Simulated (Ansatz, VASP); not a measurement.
**Two plane-wave programs on HfI**

```
Hf I
1.0
     3.49273    0.00000    0.00000
    -1.74637    3.02480    0.00000
     0.00000    0.00000    4.65865
Hf I
1 1
Direct
  0.00000 0.00000 0.00000
  0.33333 0.66667 0.50000
```

Alike in both runs: functional PBE; k mesh 18 × 18 × 12; occupations gaussian, width 0.1 eV; no spin polarisation.

Ansatz relaxed the structure, and its values are those at the end. VASP's run is a single point on that final structure, the one shown.

|  | VASP | Ansatz |
| --- | --- | --- |
| version | VASP 6.6.1 | Ansatz 0.2.0 |
| potentials or method | VASP PAW PBE potentials, release 64 (Hf_pv, I) | scalar-relativistic, plane waves, PAW |
| plane-wave cutoff (eV) | 520 | 420 |
| valence electrons in the cell | 17 | 43 |

```tsv
	VASP	Ansatz	Ansatz less VASP
gap on the k mesh at the Fermi level (eV)	none	none	-
pressure (GPa)	-0.4	0.0	+0.39
```

A gap of «none» marks a metal or a gap that the smearing closes. The functional is the same, so the differences come from potentials, cutoffs and numerics. The two sets of potentials don't hold the same shells in valence.

Caveats: an odd number of electrons without spin polarisation forces a metal; a magnetic or distorted state may lie lower. Spin-orbit coupling is left out, which matters for the levels of Hf, I.
